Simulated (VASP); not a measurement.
Output of a VASP run:

File OSZICAR:
```
       N       E                     dE             d eps       ncg     rms          rms(c)
DAV:   1     0.653501295348E+01    0.65350E+01   -0.42946E+03   560   0.938E+02
DAV:   2    -0.188825434266E+02   -0.25418E+02   -0.24623E+02   904   0.116E+02
DAV:   3    -0.191721239004E+02   -0.28958E+00   -0.28958E+00   640   0.164E+01
DAV:   4    -0.191729749442E+02   -0.85104E-03   -0.85104E-03   904   0.874E-01
DAV:   5    -0.191729760265E+02   -0.10823E-05   -0.10823E-05   672   0.172E-02    0.790E+00
DAV:   6    -0.172804849328E+02    0.18925E+01   -0.12844E+00   816   0.810E+00    0.486E+00
DAV:   7    -0.171639962141E+02    0.11649E+00   -0.46486E-01   568   0.476E+00    0.122E+00
DAV:   8    -0.171760779240E+02   -0.12082E-01   -0.22002E-01   632   0.461E+00    0.540E-01
DAV:   9    -0.172755294718E+02   -0.99452E-01   -0.15406E-02   632   0.119E+00    0.324E-01
DAV:  10    -0.172810370994E+02   -0.55076E-02   -0.70656E-04   808   0.273E-01    0.295E-01
DAV:  11    -0.173098872154E+02   -0.28850E-01   -0.73798E-03   560   0.102E+00    0.651E-02
DAV:  12    -0.173107364763E+02   -0.84926E-03   -0.29205E-03   792   0.577E-01    0.540E-02
DAV:  13    -0.173108198161E+02   -0.83340E-04   -0.59329E-05   560   0.862E-02    0.282E-02
DAV:  14    -0.173108675082E+02   -0.47692E-04   -0.19922E-05   664   0.588E-02    0.231E-02
DAV:  15    -0.173109857375E+02   -0.11823E-03   -0.12700E-04   576   0.110E-01    0.307E-03
DAV:  16    -0.173109908788E+02   -0.51413E-05   -0.38746E-06   744   0.225E-02    0.421E-03
DAV:  17    -0.173109908307E+02    0.48121E-07   -0.18675E-07   280   0.532E-03
   1 F= -.17310991E+02 E0= -.17310991E+02  d E =-.173110E+02
       N       E                     dE             d eps       ncg     rms          rms(c)
DAV:   1    -0.173114411266E+02   -0.45025E-03   -0.23532E-02   648   0.124E+00    0.219E-01
DAV:   2    -0.173111608974E+02    0.28023E-03   -0.11737E-03   800   0.273E-01    0.119E-01
DAV:   3    -0.173110552348E+02    0.10566E-03   -0.28253E-04   584   0.160E-01    0.387E-02
DAV:   4    -0.173111265311E+02   -0.71296E-04   -0.60431E-05   592   0.779E-02    0.352E-02
DAV:   5    -0.173110765868E+02    0.49944E-04   -0.37693E-05   568   0.633E-02    0.122E-02
DAV:   6    -0.173111268332E+02   -0.50246E-04   -0.27644E-05   560   0.535E-02    0.841E-03
DAV:   7    -0.173111308537E+02   -0.40205E-05   -0.23563E-06   632   0.174E-02    0.599E-03
DAV:   8    -0.173111308859E+02   -0.32191E-07   -0.17556E-07   280   0.476E-03
   2 F= -.17311131E+02 E0= -.17311131E+02  d E =-.140055E-03
       N       E                     dE             d eps       ncg     rms          rms(c)
DAV:   1    -0.173113991777E+02   -0.26832E-03   -0.43955E-03   632   0.533E-01    0.931E-02
DAV:   2    -0.173113480806E+02    0.51097E-04   -0.21981E-04   808   0.119E-01    0.513E-02
DAV:   3    -0.173113260394E+02    0.22041E-04   -0.52804E-05   584   0.692E-02    0.161E-02
DAV:   4    -0.173113389325E+02   -0.12893E-04   -0.11878E-05   576   0.344E-02    0.148E-02
DAV:   5    -0.173113279286E+02    0.11004E-04   -0.69111E-06   568   0.274E-02    0.549E-03
DAV:   6    -0.173113373172E+02   -0.93886E-05   -0.51809E-06   560   0.235E-02    0.357E-03
DAV:   7    -0.173113377084E+02   -0.39120E-06   -0.44407E-07   280   0.783E-03
   3 F= -.17311338E+02 E0= -.17311338E+02  d E =-.346878E-03
```

### OUTCAR
```
------------------------ aborting loop because EDIFF is reached ----------------------------------------
  FORCE on cell =-STRESS in cart. coord.  units (eV):
  Direction    XX          YY          ZZ          XY          YZ          ZX
  --------------------------------------------------------------------------------------
  Total        0.0016185      0.0016185      0.0016185      0.0000000     -0.0000000     -0.0000000
  in kB        0.1114366      0.1114366      0.1114366      0.0000000     -0.0000000     -0.0000000
  external PRESSURE =       0.1114366 kB  Pullay stress =       0.0000000 kB
  volume of cell :       23.27
      direct lattice vectors                 reciprocal lattice vectors
    -0.000000000  2.265977530  2.265977530    -0.220655321  0.220655321  0.220655321
     2.265977530 -0.000000000  2.265977530     0.220655321 -0.220655321  0.220655321
     2.265977530  2.265977530 -0.000000000     0.220655321  0.220655321 -0.220655321
  FREE ENERGIE OF THE ION-ELECTRON SYSTEM (eV)
  ---------------------------------------------------
  free  energy   TOTEN  =       -17.3113377084 eV

  energy  without entropy=      -17.3113377084  energy(sigma->0) =      -17.31133771

 reached required accuracy - stopping structural energy minimisation
```
(Selected blocks of OUTCAR.)

**POSCAR**
```
BP
1
    0.0000000000     2.2700000000     2.2700000000
    2.2700000000     0.0000000000     2.2700000000
    2.2700000000     2.2700000000     0.0000000000
B P
1 1
Direct
  0.0000000000   0.0000000000   0.0000000000
  0.7500000000   0.7500000000   0.7500000000
```

### Question
Write an INCAR and KPOINTS that could have produced this output.

### Answer
One answer among several that fit: the input of the run itself, r2SCAN meta-GGA, plane waves, VASP's PBE PAW potentials (set 64).

**INCAR**
```
! general
SYSTEM   =  BP
PREC     =  Accurate
ENCUT    =  530
LREAL    =  F
LASPH    =  T

! electronic loop
EDIFF    =  1E-6
NELM     =  100
ALGO     =  Normal
LMIXTAU  =  T

! smearing
ISMEAR   =  0
SIGMA    =  0.05

! functional
METAGGA  =  R2SCAN

! ions
IBRION   =  2
NSW      =  60
ISIF     =  3
EDIFFG   =  -0.01

! output
LWAVE    =  F
LCHARG   =  F
```

### KPOINTS
```
Automatic mesh
0
Gamma
9 9 9
0 0 0
```

POTCAR, in this order: B P (PBE.64 set). Program: vasp_std.

The compound is BP in the zinc blende structure. This run relaxes it. Symmetry was kept, so distortions that lower it aren't found.
